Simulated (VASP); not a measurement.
# NaScSe2 (P4/mmm) in VASP: notebook

The runs below take NaScSe2 through single point, relaxation of cell and atoms, with PBE, PBEsol.

All numbers are computed with VASP 6.6.1; they aren't measurements. Logs are shortened: lines on timing, memory, paths and dates and some standing lists are left out, and cuts for length are marked.

## 1. The structure

Symmetry: P4/mmm, No. 123, tetragonal system. Conventional cell: a = 4.025 Å, b = 4.025 Å, c = 5.462 Å, α = 90.00°, β = 90.00°, γ = 90.00°. Around Na (site symmetry 4/mmm) lie 6 Se at 2.73 to 2.85 Å. Se (site symmetry 4/mmm) is surrounded by 2 Na at 2.73 Å and 4 Sc at 2.85 Å. Around Se (site symmetry 4/mmm) lie 2 Sc at 2.73 Å and 4 Na at 2.85 Å. Around Sc (site symmetry 4/mmm) lie 6 Se at 2.73 to 2.85 Å.

The cell was built by a generator and needn't be a form met in nature.

## 2. Single point, PBE

INCAR

```
PREC     = Accurate       # precision mode
ENCUT    = 520            # plane-wave cutoff, eV
EDIFF    = 1E-6           # SCF threshold, eV
ISMEAR   = -1             # smearing method
SIGMA    = 0.02           # smearing width, eV
LREAL    = False          # projectors in reciprocal space
LASPH    = True           # aspherical terms in the spheres
NELM     = 100            # most SCF steps
ALGO     = Normal         # electronic algorithm
ISIF     = 2              # what is computed and relaxed
LWAVE    = False          # write WAVECAR
LCHARG   = True           # write CHGCAR
GGA      = PE             # functional
LELF     = True           # ELF
LVHAR    = True         
NBANDS   = 23             # bands
```

KPOINTS

```
Automatic mesh
0
Gamma
  6 6 4
```

POSCAR

```
NaScSe2
1.0
    4.0247332358      0.0000000000      0.0000000000
    0.0000000000      4.0247332358      0.0000000000
    0.0000000000      0.0000000000      5.4623696768
Na Se Sc
1 2 1
Direct
    0.0000000000      0.0000000000      0.0000000000
    0.0000000000      0.0000000000      0.5000000000
    0.5000000000      0.5000000000      0.0000000000
    0.5000000000      0.5000000000      0.5000000000
```

Potentials or basis: VASP PAW PBE potentials, release 64 (Na_pv, Se, Sc_sv).

Started as:

```console
> cat potpaw_PBE.64/Na_pv/POTCAR potpaw_PBE.64/Se/POTCAR potpaw_PBE.64/Sc_sv/POTCAR > POTCAR
> mpirun -np 1 vasp_std > vasp.out
```

OUTCAR:

```text
PREC = Accurate
   ENCUT = 520
   EDIFF = 1E-6
   ISMEAR = -1
   LREAL = False
   LASPH = True
   NELM = 100
   ISIF = 2
   GGA = PE

 ion  position               nearest neighbor table
   1  0.000  0.000  0.000-   2 2.73   2 2.73
   2  0.000  0.000  0.500-   1 2.73   1 2.73   4 2.85   4 2.85   4 2.85   4 2.85
   3  0.500  0.500  0.000-   4 2.73   4 2.73
   4  0.500  0.500  0.500-   3 2.73   3 2.73   2 2.85   2 2.85   2 2.85   2 2.85

  LATTYP: Found a simple tetragonal cell.
 ALAT       =     4.0247332358
 C/A-ratio  =     1.3572004296

  Lattice vectors:

 A1 = (   4.0247332358,   0.0000000000,   0.0000000000)
 A2 = (   0.0000000000,   4.0247332358,   0.0000000000)
 A3 = (   0.0000000000,   0.0000000000,   5.4623696768)

Analysis of symmetry for initial positions (statically):
=====================================================================
 Subroutine PRICEL returns:
 Original cell was already a primitive cell.

 Routine SETGRP: Setting up the symmetry group for a
 simple tetragonal supercell.

 Subroutine GETGRP returns: Found 16 space group operations
 (whereof 16 operations were pure point group operations)
 out of a pool of 16 trial point group operations.

The static configuration has the point symmetry D_4h.

Analysis of symmetry for dynamics (positions and initial velocities):
=====================================================================
 Subroutine PRICEL returns:
 Original cell was already a primitive cell.

 Routine SETGRP: Setting up the symmetry group for a
 simple tetragonal supercell.

 Subroutine GETGRP returns: Found 16 space group operations
 (whereof 16 operations were pure point group operations)
 out of a pool of 16 trial point group operations.

The dynamic configuration has the point symmetry D_4h.

 Subroutine INISYM returns: Found 16 space group operations
 (whereof 16 operations are pure point group operations),
 and found     1 'primitive' translations

----------------------------------------------------------------------------------------

                                     Primitive cell

  volume of cell :      88.4821

  direct lattice vectors                    reciprocal lattice vectors
     4.024733236  0.000000000  0.000000000     0.248463672  0.000000000  0.000000000
     0.000000000  4.024733236  0.000000000     0.000000000  0.248463672  0.000000000
     0.000000000  0.000000000  5.462369677     0.000000000  0.000000000  0.183070729

  length of vectors
     4.024733236  4.024733236  5.462369677     0.248463672  0.248463672  0.183070729

[... 87 lines left out ...]
   NSW    =      0    number of steps for IOM
   IBRION =     -1    ionic relax: 0-MD 1-quasi-New 2-CG
   NFREE  =      0    steps in history (QN), initial steepest desc. (CG)
   ISIF   =      2    stress and relaxation
   ISYM   =      2    0-nonsym 1-usesym 2-fastsym
   POTIM  = 0.5000    time-step for ionic-motion
   TEBEG  =    0.0;   TEEND  =   0.0 temperature during run
   PSTRESS=    0.0 pullay stress
   NELECT =      30.0000    total number of electrons
   NUPDOWN=      -1.0000    fix difference up-down
   EMIN   =  10.00;   EMAX   =-10.00  energy-range for DOS
   EFERMI =   0.00;   METHOD = LEGACY
   ISMEAR =    -1;   SIGMA  =   0.02  broadening in eV -4-tet -1-fermi 0-gaus
   EFERMI_NEDOS =   21; number of points for ismear=-14 and -15
   IALGO  =     38    algorithm
   IMIX   =      4    mixing-type and parameters
     AMIX     =   0.40;   BMIX     =  1.00
     AMIX_MAG =   1.60;   BMIX_MAG =  1.00
  volume/ion in A,a.u.               =      22.12       149.28
  Fermi-wavevector in a.u.,A,eV,Ry     =   1.141555  2.157226 17.730401  1.303148
  Thomas-Fermi vector in A             =   2.278255
   LORBIT       =      0    0 simple, 1 ext, 2 COOP (PROOUT), +10 PAW based schemes
   GGA     = PE    functional components
   LHFCALC =     F    Hartree Fock is set to
   AEXX    =    0.0000 exact exchange contribution
   IVDW    =     0    specifies the selected vdW correction
   LEPSILON=     F    determine dielectric tensor
   LRPA    =     F    only Hartree local field effects (RPA)
 non-spin polarized calculation
  energy-cutoff  :      520.00
  volume of cell :       88.48
 maximum number of plane-waves:      2413
 NGX is ok and might be reduce to    30
   NGX = 15   NGY = 15   NGZ = 21

 number of electron      29.9999989 magnetization

 Free energy of the ion-electron system (eV)
  ---------------------------------------------------
  ext. energy  EPLUGINS =         0.00000000
  ---------------------------------------------------
  free energy    TOTEN  =       -20.05184790 eV

  energy without entropy =      -20.05091097  energy(sigma->0) =      -20.05137944

 E-fermi :   3.0298     XC(G=0):  -9.4608

 val. band max:        3.0132828993   @ k =   0.0000   0.0000   0.0000
 cond. band min:       3.0405818582   @ k =   0.0000   0.0000   0.2500
 fundamental gap:      0.0272989590
 Fermi energy:         3.0298464236

 k-point     1 :       0.0000    0.0000    0.0000
  band No.  band energies     occupation
      1     -47.3796      2.00000
      2     -26.0007      2.00000
      3     -26.0007      2.00000
      4     -25.8630      2.00000
      5     -19.4060      2.00000
      6     -19.3624      2.00000
[... 613 lines left out ...]
     22       7.7496      0.00000
     23       9.9839      0.00000

 [... further k-points ...]

------------------------ aborting loop because EDIFF is reached ----------------------------------------

  FORCE on cell =-STRESS in cart. coord.  units (eV):
  Direction    XX          YY          ZZ          XY          YZ          ZX
  --------------------------------------------------------------------------------------
  -------------------------------------------------------------------------------------
  Total        0.0418582      0.0418582      0.1078665      0.0000000      0.0000000     -0.0000000
  in kB        0.7579411      0.7579411      1.9531782      0.0000000      0.0000000     -0.0000000
  external PRESSURE =       1.1563535 kB  Pullay stress =       0.0000000 kB

 VOLUME and BASIS-vectors are now :
 -----------------------------------------------------------------------------
  energy-cutoff  :      520.00
  volume of cell :       88.48
      direct lattice vectors                 reciprocal lattice vectors
     4.024733236  0.000000000  0.000000000     0.248463672  0.000000000  0.000000000
     0.000000000  4.024733236  0.000000000     0.000000000  0.248463672  0.000000000
     0.000000000  0.000000000  5.462369677     0.000000000  0.000000000  0.183070729

 POSITION                                       TOTAL-FORCE (eV/Angst)
 -----------------------------------------------------------------------------------
      0.00000      0.00000      0.00000         0.000000      0.000000      0.000000
      0.00000      0.00000      2.73118         0.000000      0.000000      0.000000
      2.01237      2.01237      0.00000         0.000000      0.000000      0.000000
      2.01237      2.01237      2.73118         0.000000      0.000000      0.000000
 -----------------------------------------------------------------------------------
    total drift:                                0.000000      0.000000      0.000000

  FREE ENERGIE OF THE ION-ELECTRON SYSTEM (eV)
  ---------------------------------------------------
  free  energy   TOTEN  =       -20.0518478998 eV

  energy  without entropy=      -20.0509109726  energy(sigma->0) =      -20.05137944
```

OSZICAR:

```text
N       E                     dE             d eps       ncg     rms          rms(c)
DAV:   1     0.323481162597E+03    0.32348E+03   -0.14081E+04  1404   0.129E+03
DAV:   2     0.651342928114E+01   -0.31697E+03   -0.30622E+03  1388   0.409E+02
DAV:   3    -0.220614835044E+02   -0.28575E+02   -0.27648E+02  1937   0.119E+02
DAV:   4    -0.232522141709E+02   -0.11907E+01   -0.11871E+01  1778   0.261E+01
DAV:   5    -0.232877715964E+02   -0.35557E-01   -0.35550E-01  1941   0.467E+00    0.786E+00
DAV:   6    -0.201316485179E+02    0.31561E+01   -0.51230E+00  1950   0.204E+01    0.288E+00
DAV:   7    -0.200804645739E+02    0.51184E-01   -0.60953E-01  1964   0.533E+00    0.197E+00
DAV:   8    -0.201442018831E+02   -0.63737E-01   -0.48697E-01  1892   0.774E+00    0.164E+00
DAV:   9    -0.200529096447E+02    0.91292E-01   -0.18587E-01  1928   0.497E+00    0.412E-01
DAV:  10    -0.200517320428E+02    0.11776E-02   -0.76212E-03  1948   0.905E-01    0.191E-01
DAV:  11    -0.200518380283E+02   -0.10599E-03   -0.59926E-04  1955   0.173E-01    0.498E-02
DAV:  12    -0.200518674714E+02   -0.29443E-04   -0.58807E-05  2043   0.609E-02    0.263E-02
DAV:  13    -0.200518506778E+02    0.16794E-04   -0.58062E-05  1960   0.822E-02    0.110E-02
DAV:  14    -0.200518482310E+02    0.24468E-05   -0.54926E-06  1685   0.204E-02    0.522E-03
DAV:  15    -0.200518478998E+02    0.33119E-06   -0.14218E-06  1647   0.125E-02
   1 F= -.20051848E+02 E0= -.20051379E+02  d E =-.936927E-03
```

stdout:

```text
POSCAR found type information on POSCAR NaSeSc
 POSCAR found :  3 types and       4 ions
 scaLAPACK will be used
 LDA part: xc-table for (Slater+PW92), standard interpolation
 POSCAR, INCAR and KPOINTS ok, starting setup
 FFT: planning ... GRIDC
 FFT: planning ... GRID_SOFT
 FFT: planning ... GRID
 WAVECAR not read
 entering main loop
```

It took 31 s on 1 thread of Intel Xeon 6975P-C (Granite Rapids), shared host; peak memory 0.22 GiB.

What came out:

```
Free energy            : -20.0518 eV
Pressure               : 0.1 GPa
Band gap on the k mesh : none (metal or under the smearing width)
```

## 3. Relaxation of cell and atoms, PBE

This run uses another cell than the first one, of 25.58 Å³/atom, 1.156 times its volume.

INCAR

```
ALGO = Normal
EDIFF = 1E-6
EDIFFG = -0.005
ENCUT = 600
GGA = PE
IBRION = 2
ISIF = 3
ISMEAR = -1
LASPH = True
LCHARG = False
LREAL = False
LWAVE = False
NELM = 100
NSW = 80
PREC = Accurate
SIGMA = 0.02
```

KPOINTS

```
k-points
0
Gamma
  6 6 4
```

POSCAR

```
NaScSe2
1.0
    4.1666952975      0.0000000000      0.0000000000
    0.0000000000      4.1666952975      0.0000000000
    0.0000000000      0.0000000000      5.8925970000
Na Se Sc
1 2 1
Direct
    0.0000000000      0.0000000000      0.0000000000
    0.0000000000      0.0000000000      0.5000000000
    0.5000000000      0.5000000000      0.0000000000
    0.5000000000      0.5000000000      0.5000000000
```

Potentials or basis: VASP PAW PBE potentials, release 64 (Na_pv, Se, Sc_sv).

Started as:

```console
> cat potpaw_PBE.64/Na_pv/POTCAR potpaw_PBE.64/Se/POTCAR potpaw_PBE.64/Sc_sv/POTCAR > POTCAR
> mpirun -np 1 vasp_std > vasp.out
```

Run time: 2.6 min. Hardware: 1 thread of Intel Xeon 6975P-C (Granite Rapids), shared host; peak memory 0.3 GiB.

Results (log left out):

```yaml
Free_energy: -20.0532 eV
Relaxed_volume: 22.15 Å³/atom
Relaxed_cell: a = 4.026 Å, b = 4.026 Å, c = 5.467 Å, α = 90.00°, β = 90.00°, γ = 90.00°
Space_group_after_relaxing_to_0.05_Å: P4/mmm (No. 123)
Energy_gained_by_relaxing: 87.0 meV/atom
Ionic_steps: 7
Pressure_after_relaxing: 0.0 GPa
Band_gap_on_the_k_mesh: none (metal or under the smearing width)
```

The path:
```tsv
step	energy change (eV)	largest force (eV/Å)	pressure (GPa)	volume (Å³)
1	0.0000	0.0000	-6.25	102.30
2	-0.3465	0.0000	0.19	88.19
3	-0.3465	0.0000	0.14	88.29
4	-0.3464	0.0000	-0.04	88.55
5	-0.3478	0.0000	-0.09	88.73
6	-0.3479	0.0000	-0.10	88.80
7	-0.3479	0.0000	0.01	88.61
```

Final structure:
```cif
data_structure
_symmetry_space_group_name_H-M 'P 1'
_symmetry_Int_Tables_number 1
_cell_length_a 4.0260
_cell_length_b 4.0260
_cell_length_c 5.4669
_cell_angle_alpha 90.000
_cell_angle_beta 90.000
_cell_angle_gamma 90.000
_cell_volume 88.61
loop_
_atom_site_label
_atom_site_type_symbol
_atom_site_fract_x
_atom_site_fract_y
_atom_site_fract_z
_atom_site_occupancy
Na1 Na 0.00000 0.00000 0.00000 1
Se1 Se 0.00000 0.00000 0.50000 1
Se2 Se 0.50000 0.50000 0.00000 1
Sc1 Sc 0.50000 0.50000 0.50000 1
```

Levels at points of the mesh, in eV from the Fermi level:
```csv
k point,band 12,band 13,band 14,band 15,band 16,band 17,band 18,band 19
"(0.00, 0.00, 0.00)",-1.88,-0.21,-0.02,0.03,0.03,1.12,1.41,1.41
"(0.50, 0.00, 0.00)",-2.40,-2.38,-1.91,-0.26,1.56,1.82,2.10,2.27
"(0.50, 0.50, 0.00)",-1.55,-1.45,-1.17,-1.17,0.61,0.61,1.81,2.09
"(0.00, 0.00, 0.50)",-1.66,-1.66,-0.82,-0.82,0.04,1.13,2.10,2.40
"(0.50, 0.00, 0.50)",-2.68,-2.43,-0.64,-0.44,1.87,2.31,2.45,3.96
"(0.50, 0.50, 0.50)",-2.81,-2.40,-2.40,-1.94,1.97,1.97,2.10,2.10
```

[end of part 1 of 3]
